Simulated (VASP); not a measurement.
The input files of a VASP run:

KPOINTS:
```
K-points
0
gamma
  3 4 4
0.5 0.5 0.5
```

INCAR:
```
SYSTEM = ZrO2
PREC = Accurate
ENCUT = 400
EDIFF = 1E-6
NELM = 100
ALGO = Normal
LREAL = .FALSE.
LASPH = .TRUE.
ISMEAR = 0
SIGMA = 0.01
GGA = PS
LMAXMIX = 4
LWAVE = .FALSE.
LCHARG = .FALSE.
ISIF = 2
ISYM = 0
```

**POSCAR**
```
ZrO2
1
    5.3954080000     0.0000000000     0.0000000000
    0.0000000000     5.1822530000     0.0000000000
    0.0000000000     0.0000000000     5.2092540000
Zr O
4 8
Direct
  0.0302700000   0.7335400000   0.7490600000
  0.9697300000   0.2664600000   0.2490600000
  0.4697300000   0.7335400000   0.2490600000
  0.5302700000   0.2664600000   0.7490600000
  0.2298800000   0.4633000000   0.5008400000
  0.7701200000   0.5367000000   0.0008400000
  0.2701200000   0.4633000000   0.0008400000
  0.7298800000   0.5367000000   0.5008400000
  0.3650300000   0.9326400000   0.6061100000
  0.6349700000   0.0673600000   0.1061100000
  0.1349700000   0.9326400000   0.1061100000
  0.8650300000   0.0673600000   0.6061100000
```

POTCAR, in this order: Zr_sv O (PBE.64 set). Program: vasp_std.

**Question.** Translate this PBEsol calculation to Quantum ESPRESSO's pw.x.

**Answer.** One equivalent input (not run):
```
&CONTROL
  calculation = 'scf'
  pseudo_dir = './pseudo'
  outdir = './out'
  tprnfor = .true.
  tstress = .true.
/
&SYSTEM
  ibrav = 0
  nat = 12
  ntyp = 2
  ecutwfc = 84
  occupations = 'smearing'
  smearing = 'gaussian'
  degauss = 0.000735
  input_dft = 'pbesol'
  nosym = .true.
/
&ELECTRONS
  conv_thr = 7.3e-08
  electron_maxstep = 100
/
ATOMIC_SPECIES
  Zr 91.224 Zr.upf
  O 15.999 O.upf
CELL_PARAMETERS angstrom
     5.3954080    0.0000000    0.0000000
     0.0000000    5.1822530    0.0000000
     0.0000000    0.0000000    5.2092540
ATOMIC_POSITIONS crystal
  Zr   0.0302700  0.7335400  0.7490600
  Zr   0.9697300  0.2664600  0.2490600
  Zr   0.4697300  0.7335400  0.2490600
  Zr   0.5302700  0.2664600  0.7490600
  O    0.2298800  0.4633000  0.5008400
  O    0.7701200  0.5367000  0.0008400
  O    0.2701200  0.4633000  0.0008400
  O    0.7298800  0.5367000  0.5008400
  O    0.3650300  0.9326400  0.6061100
  O    0.6349700  0.0673600  0.1061100
  O    0.1349700  0.9326400  0.1061100
  O    0.8650300  0.0673600  0.6061100
K_POINTS automatic
  3 4 4 1 1 1
```
What does not carry over: the potentials are each code's own (VASP's PAW set, PseudoDojo norm-conserving files in pw.x), so ENCUT and ecutwfc are chosen apart and not converted; conv_thr bounds pw.x's estimated SCF error, while EDIFF bounds the energy change between steps.

The structure comes from a computed database's ZrO2 entry; how it stands against other phases isn't given here. The cell was not relaxed at this level. The run is one of a series of settings (ISYM = 0 against the base run), some of them coarse on purpose.
